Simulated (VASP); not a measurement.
Data:

```xyz
5
Lattice="1.6649 0.9612 7.1362 -1.6649 0.9612 7.1362 0.0000 -1.9224 7.1362" Properties=species:S:1:pos:R:3 pbc="T T T"
In     0.0000     0.0000     8.5999
In     0.0000     0.0000    12.8086
O      0.0000     0.0000    21.4086
O      0.0000     0.0000     4.8855
O      0.0000     0.0000    16.5230
```

Level of theory: PBEsol GGA, VASP's PBE PAW potentials (set 64) (plane waves; VASP 6.6.1). Numerical set-up: 520 eV cut-off, Gaussian smearing of 0.050 eV, potentials In_d O.

Without a dispersion term in the relaxation, distances and binding between the weakly bound layers, chains or molecules are unreliable, and so is what depends on them. Unless said otherwise, spin-orbit coupling is left out, though it shifts the bands of the heavy elements here.

**Question.** Estimate the band gap (along the path) with the smallest direct gap where there is one.

**Answer.** 
| Item | Value |
|---|---|
| band gap (along the path) | 1.03 eV |
| smallest direct gap (along the path) | 1.03 eV |

The structure was generated: In2O3 was put into the Bi2Te3 type (R-3m), which need not be its known phase. It was relaxed first, which changed the volume by +25 %.
